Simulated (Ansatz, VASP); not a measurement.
# WS2 (Tungstenite) in two plane-wave programs, part 2 of 2

One calculation is typed for both programs; each brings its own data sets and cutoff. How far apart do they land? The cell is taken from a series of VASP runs on this material, whose earlier steps may have relaxed, scaled or displaced it; both programs get it as it stands.

VASP 6.6.1 and Ansatz 0.2.0.

So far: The starting structure; Ansatz: band structure, HSE06.

## Step 3: VASP: band structure, HSE06

Level of this step: HSE06, no spin polarisation; plane waves and PAW (W, S) (VASP).

The same cell, functional, mesh and smearing now go to VASP, with its own data sets and cutoff.

Lines of VASP's logs that name or quote its potential files are left out, and so is its time.

The run reads the wave functions of an earlier VASP run, which isn't shown here.

The input, INCAR:

```
SYSTEM = WS2
PREC = Accurate
ENCUT = 400
EDIFF = 1E-06
NELM = 100
ISMEAR = 0
SIGMA = 0.05
LREAL = .FALSE.
ALGO = Normal
LHFCALC = .TRUE.
AEXX = 0.25
GGA = PE
HFSCREEN = 0.2
LASPH = .TRUE.
NBANDS = 24
PRECFOCK = Fast
LORBIT = 11
LWAVE = .FALSE.
LCHARG = .FALSE.
KPAR = 4
```

The input, POSCAR:

```
WS2
1.0
    3.1666065991      0.0000000000      0.0000000000
   -1.5833032995      2.7423617586      0.0000000000
    0.0000000000      0.0000000000     12.3604180458
W S
2 4
Direct
    0.3333333333      0.6666666667      0.2500000000
    0.6666666667      0.3333333333      0.7500000000
    0.3333333333      0.6666666667      0.6223351266
    0.6666666667      0.3333333333      0.1223351266
    0.3333333333      0.6666666667      0.8776648734
    0.6666666667      0.3333333333      0.3776648734
```

The input, KPOINTS:

```
Automatic mesh
0
Gamma
5 5 2
0 0 0
```

The input, KPOINTS_OPT:

```
Line mode
6
Line-mode
Reciprocal
  0.00000000   0.00000000   0.00000000 GAMMA
  0.50000000   0.00000000   0.00000000 M

  0.50000000   0.00000000   0.00000000 M
  0.33333333   0.33333333   0.00000000 K

  0.33333333   0.33333333   0.00000000 K
  0.00000000   0.00000000   0.00000000 GAMMA

  0.00000000   0.00000000   0.00000000 GAMMA
  0.00000000   0.00000000   0.50000000 A

  0.00000000   0.00000000   0.50000000 A
  0.50000000   0.00000000   0.50000000 L

  0.50000000   0.00000000   0.50000000 L
  0.33333333   0.33333333   0.50000000 H

  0.33333333   0.33333333   0.50000000 H
  0.00000000   0.00000000   0.50000000 A

  0.50000000   0.00000000   0.50000000 L
  0.50000000   0.00000000   0.00000000 M

  0.33333333   0.33333333   0.00000000 K
  0.33333333   0.33333333   0.50000000 H
```

PAW data sets: W and S (PBE family, release 64).

The run is started by

```
> mpirun -np 4 vasp_std
```

Numbers of over 12 decimals in the logs are rounded to 6 here.

The program printed:

```text
[banner, memory and clock lines left out]
running    4 mpi-ranks, on    1 nodes
 distrk:  each k-point on    1 cores,    4 groups
 distr:  one band on    1 cores,    1 groups

 POSCAR found type information on POSCAR W S
 POSCAR found :  2 types and       6 ions
 LDA part: xc-table for (Slater+PW92), standard interpolation
 found WAVECAR, reading the header
 POSCAR, INCAR and KPOINTS ok, starting setup
 FFT: planning ... GRIDC
 FFT: planning ... GRID_SOFT
 FFT: planning ... GRID
 reading WAVECAR
 the WAVECAR file was read successfully
 initial charge from wavefunction
 entering main loop
       N       E                     dE             d eps       ncg     rms          rms(c)
DAV:   1    -0.565444553319E+02   -0.56544E+02   -0.20417E+00   488   0.143E+01    0.118E+01
DAV:   2    -0.565203561754E+02    0.24099E-01   -0.13410E-01   568   0.226E+00    0.669E+00
DAV:   3    -0.565246973007E+02   -0.43411E-02   -0.44081E-02   640   0.107E+00    0.386E+00
DAV:   4    -0.565223843594E+02    0.23129E-02   -0.50702E-03   592   0.480E-01    0.239E+00
DAV:   5    -0.565223879080E+02   -0.35486E-05   -0.33444E-03   624   0.281E-01    0.146E+00
DAV:   6    -0.565223362029E+02    0.51705E-04   -0.33387E-04   584   0.144E-01    0.806E-01
DAV:   7    -0.565223264001E+02    0.98028E-05   -0.16309E-04   664   0.748E-02    0.455E-01
DAV:   8    -0.565223246212E+02    0.17789E-05   -0.25987E-05   616   0.320E-02    0.277E-01
DAV:   9    -0.565223241430E+02    0.47819E-06   -0.10265E-05   648   0.174E-02    0.168E-01
DAV:  10    -0.565223256432E+02   -0.15002E-05   -0.15754E-06   448   0.864E-03    0.965E-02
DAV:  11    -0.565223265484E+02   -0.90518E-06   -0.53121E-07   344   0.514E-03
   1 F= -.56522327E+02 E0= -.56522327E+02  d E =-.134199E-12
 Start KPOINTS_OPT (optional k-point list driver)
k-point batch [1-10\54]
       N       E                     dE             ncg
DAV:   1     0.204222323520E+04   -0.61663E+04      480
DAV:   2     0.139188284943E+01   -0.20408E+04      592
DAV:   3    -0.269790551208E+03   -0.27118E+03      616
DAV:   4    -0.285194295850E+03   -0.15404E+02      656
DAV:   5    -0.285842841775E+03   -0.64855E+00      672
DAV:   6    -0.285877032043E+03   -0.34190E-01      688
DAV:   7    -0.285879367216E+03   -0.23352E-02      632
DAV:   8    -0.285879564226E+03   -0.19701E-03      552
DAV:   9    -0.285879584097E+03   -0.19871E-04      424
DAV:  10    -0.285879586324E+03   -0.22269E-05      400
DAV:  11    -0.285879586603E+03   -0.27963E-06      416
[...]
k-point batch [51-54\54]
       N       E                     dE             ncg
DAV:   1     0.816268032534E+04   -0.46310E+04      192
DAV:   2     0.739739443627E+04   -0.76529E+03      232
DAV:   3     0.730344588205E+04   -0.93949E+02      256
DAV:   4     0.729997845471E+04   -0.34674E+01      248
DAV:   5     0.729990868672E+04   -0.69768E-01      256
DAV:   6     0.729990645818E+04   -0.22285E-02      240
DAV:   7     0.729990636778E+04   -0.90396E-04      240
DAV:   8     0.729990636391E+04   -0.38721E-05      200
DAV:   9     0.729990636377E+04   -0.14243E-06      160
```

OUTCAR, selected parts (step 3):

```text
ion  position               nearest neighbor table
   1  0.333  0.667  0.250-   4 2.42   6 2.42   4 2.42   6 2.42   4 2.42   6 2.42
   2  0.667  0.333  0.750-   3 2.42   5 2.42   3 2.42   5 2.42   3 2.42   5 2.42
   3  0.333  0.667  0.622-   2 2.42   2 2.42   2 2.42
   4  0.667  0.333  0.122-   1 2.42   1 2.42   1 2.42
   5  0.333  0.667  0.878-   2 2.42   2 2.42   2 2.42
   6  0.667  0.333  0.378-   1 2.42   1 2.42   1 2.42

  LATTYP: Found a hexagonal cell.
 ALAT       =     3.1666065991
 C/A-ratio  =     3.9033639510

 Subroutine GETGRP returns: Found 24 space group operations
 (whereof 12 operations were pure point group operations)

The static configuration has the point symmetry D_3d.
 The point group associated with its full space group is D_6h.

 Found     10 irreducible k-points:

   k-points           NKPTS =     10   k-points in BZ     NKDIM =     50   number of bands    NBANDS=     24

   dimension x,y,z NGX =    24 NGY =   24 NGZ =   84
   dimension x,y,z NGXF=    48 NGYF=   48 NGZF=  168

   ENCUT  =  400.0 eV  29.40 Ry    5.42 a.u.   5.16  5.16 20.16*2*pi/ulx,y,z

   NELECT =      36.0000    total number of electrons

 k-points in reciprocal lattice and weights: Automatic mesh
   0.00000000  0.00000000  0.00000000       0.020
   0.20000000  0.00000000  0.00000000       0.120
   0.40000000  0.00000000  0.00000000       0.120
   0.20000000  0.20000000  0.00000000       0.120
   0.40000000  0.20000000  0.00000000       0.120
   0.00000000  0.00000000  0.50000000       0.020
   0.20000000  0.00000000  0.50000000       0.120
   0.40000000  0.00000000  0.50000000       0.120
   0.20000000  0.20000000  0.50000000       0.120
   0.40000000  0.20000000  0.50000000       0.120

  exchange ACFDT corr.  =         0.00000000  see jH, gK, PRB 81, 115126

 average (electrostatic) potential at core
       1 -35.9546       2 -35.9547       3 -82.3128       4 -82.3128       5 -82.3128
       6 -82.3128

 E-fermi :   6.0896

 k-point     1 :       0.0000    0.0000    0.0000
  band No.  band energies     occupation
    ...
     14       3.5043      2.00000
     15       3.5043      2.00000
     16       4.1283      2.00000
     17       4.5774      2.00000
     18       5.8542      2.00000
     19       8.8901      0.00000
     20       8.8907      0.00000
     21       8.9014      0.00000
     22       8.9039      0.00000
     23       8.9176      0.00000
    ...

 k-point     2 :       0.2000    0.0000    0.0000
  band No.  band energies     occupation
    ...
     14       2.7129      2.00000
     15       3.1447      2.00000
     16       3.9942      2.00000
     17       4.3989      2.00000
     18       4.6345      2.00000
     19       7.8902      0.00000
     20       8.4087      0.00000
     21       8.6698      0.00000
     22       8.7579      0.00000
     23       8.8228      0.00000
    ...

 k-point     3 :       0.4000    0.0000    0.0000
  band No.  band energies     occupation
    ...
     14       2.9581      2.00000
     15       3.5614      2.00000
     16       3.6908      2.00000
     17       3.7485      2.00000
     18       4.0197      2.00000
     19       8.6037      0.00000
     20       8.6241      0.00000
     21       8.7120      0.00000
     22       9.1612      0.00000
     23       9.6912      0.00000
    ...

  energy-cutoff  :      400.00
  volume of cell :      107.34
      direct lattice vectors                 reciprocal lattice vectors
     3.166606599  0.000000000  0.000000000     0.315795464  0.182324596  0.000000000
    -1.583303300  2.742361759  0.000000000     0.000000000  0.364649192  0.000000000
     0.000000000  0.000000000 12.360418046     0.000000000  0.000000000  0.080903413

 POSITION                                       TOTAL-FORCE (eV/Angst)
 -----------------------------------------------------------------------------------
     -0.00000      1.82824      3.09010         0.000000     -0.000000     -0.000000
      1.58330      0.91412      9.27031        -0.000000      0.000000     -0.000000
     -0.00000      1.82824      7.69232        -0.000000      0.000000      0.796036
      1.58330      0.91412      1.51211         0.000000     -0.000000      0.796036
     -0.00000      1.82824     10.84830        -0.000000      0.000000     -0.796036
      1.58330      0.91412      4.66810         0.000000     -0.000000     -0.796036
 -----------------------------------------------------------------------------------
    total drift:                               -0.000005     -0.000002     -0.000050

  FREE ENERGIE OF THE ION-ELECTRON SYSTEM (eV)
  ---------------------------------------------------
  free  energy   TOTEN  =       -56.5223265484 eV

  energy  without entropy=      -56.5223265484  energy(sigma->0) =      -56.52232655

 total charge
# of ion       s       p       d       tot
------------------------------------------
    1        0.649   0.730   4.437   5.815
    2        0.649   0.730   4.437   5.815
    3        1.356   2.362   0.000   3.718
    4        1.356   2.362   0.000   3.718
    5        1.356   2.362   0.000   3.718
    6        1.356   2.362   0.000   3.718
--------------------------------------------------
tot          6.721  10.907   8.874  26.502

[... 3 further parts left out ...]
```

This run has no spin polarisation, so a moment on W, if there is one, isn't seen. Spin-orbit coupling is off here; with elements this heavy it splits and shifts levels by tenths of an eV or more. The data set W keeps the semicore shell frozen, which is cheaper and a little less accurate.

## Step 4: Differences

Known differences besides the potentials themselves: exact exchange at q = 0 is treated differently, which shows on coarse meshes; VASP keeps PBE cores, Ansatz makes them for the functional; the data sets hold 52 valence electrons in Ansatz (default PAW (the set named soft_2) files) and 36 in VASP; the cutoff is 420 eV in Ansatz and 400 eV in VASP; VASP takes a coarser grid for exact exchange (PRECFOCK = Fast). Total energies have different zeros and are not compared.

Both answers:

```
                     quantity  Ansatz   VASP  difference
gap over the path points (eV)   1.588  1.623      -0.035
```

Forces (eV/Å; atoms numbered as in POSCAR):

| atom | Ansatz x, y, z | VASP x, y, z |
| --- | --- | --- |
| W1 | 0.000, 0.000, 0.000 | 0.000, 0.000, 0.000 |
| W2 | 0.000, 0.000, 0.000 | 0.000, 0.000, 0.000 |
| S3 | 0.000, 0.000, 0.622 | 0.000, 0.000, 0.796 |
| S4 | 0.000, 0.000, 0.622 | 0.000, 0.000, 0.796 |
| S5 | 0.000, 0.000, -0.622 | 0.000, 0.000, -0.796 |
| S6 | 0.000, 0.000, -0.622 | 0.000, 0.000, -0.796 |

Levels at points of the path, from each program's valence-band top (eV; 4 filled, then empty):

```csv
k (reciprocal lattice),Ansatz,VASP
0.000 0.000 0.000,-2.41 -1.80 -1.30 0.00 2.99 2.99 3.00,-2.35 -1.73 -1.28 0.00 3.04 3.04 3.05
0.400 0.000 0.000,-2.37 -2.20 -2.19 -1.87 2.75 2.75 2.85,-2.29 -2.16 -2.11 -1.83 2.75 2.77 2.86
0.400 0.200 0.000,-3.45 -3.04 -1.19 -0.93 2.33 2.40 3.19,-3.42 -3.00 -1.14 -0.88 2.36 2.42 3.20
0.200 0.200 0.000,-2.55 -2.54 -1.65 -1.64 1.59 2.63 3.03,-2.51 -2.50 -1.61 -1.60 1.62 2.66 3.04
0.000 0.000 0.100,-2.41 -1.96 -1.16 -0.01 2.98 2.98 3.00,-2.35 -1.89 -1.14 -0.01 3.03 3.05 3.05
0.000 0.000 0.500,-2.44 -2.44 -0.36 -0.36 2.98 2.98 2.98,-2.38 -2.38 -0.34 -0.34 3.03 3.03 3.05
0.400 0.000 0.500,-2.28 -2.28 -2.00 -2.00 2.79 2.79 2.99,-2.20 -2.20 -1.96 -1.96 2.80 2.80 3.01
0.400 0.200 0.500,-3.34 -3.34 -1.05 -1.05 2.37 2.37 3.54,-3.30 -3.30 -1.00 -1.00 2.39 2.39 3.56
0.200 0.200 0.500,-2.60 -2.60 -1.64 -1.64 2.02 2.02 3.13,-2.55 -2.55 -1.60 -1.60 2.06 2.06 3.14
0.500 0.000 0.400,-2.18 -2.12 -1.85 -1.79 2.99 3.00 3.40,-2.10 -2.03 -1.81 -1.75 2.98 2.99 3.41
```

The forces differ by 82 meV/Å r.m.s., which is 21.8 % of the r.m.s. force of 0.38 eV/Å (both taken over all components). Among the levels compared at these points, filled levels agree within 83 meV and empty ones within 63 meV.

## Step 5: Other set-ups

Further runs change the set-up of one program: Ansatz's method, potentials or start, or VASP's data sets, cutoff or form of LDA. The table gives Ansatz less VASP for each quantity, since a change that brings one quantity closer may part another.

| run | r.m.s. force difference (meV/Å) | gap over the path points (eV) |
| --- | --- | --- |
| as above | 82 | -0.035 |
| cores kept as stored | 59 | -0.033 |
| norm-conserving potentials (cutoff 1007 eV) | 137 | -0.040 |

## Step 6: Outcome

| Quantity | Value |
| --- | --- |
| r.m.s. force difference (band structure, HSE06) | 22 % of the r.m.s. force |

What this shows: The r.m.s. force difference is 22 % of the r.m.s. force (band structure, HSE06), beyond the 3 % picked in this series as the mark of a large difference. Band structure, HSE06, cores kept as stored: r.m.s. force difference goes from 82 to 59 meV/Å. Band structure, HSE06, norm-conserving potentials (cutoff 1007 eV): r.m.s. force difference goes from 82 to 137 meV/Å. 1 further run of this series is not shown here. Such differences can come from data sets, numerical settings and the points named under the comparisons, not from the functional's error against experiment.

[Lines on the potential files, build, host, timing and source positions are cut from VASP's logs without a mark.]

[Logs are printed without paths, hosts, clocks, repeated set-up lines and the standing remarks that a program may print on its own settings, such as how far it seeks lower states.]

[Hosts, paths, dates, database ids (printed as entryN), source tags and the programs' standing remarks are cut or masked in the printed files.]
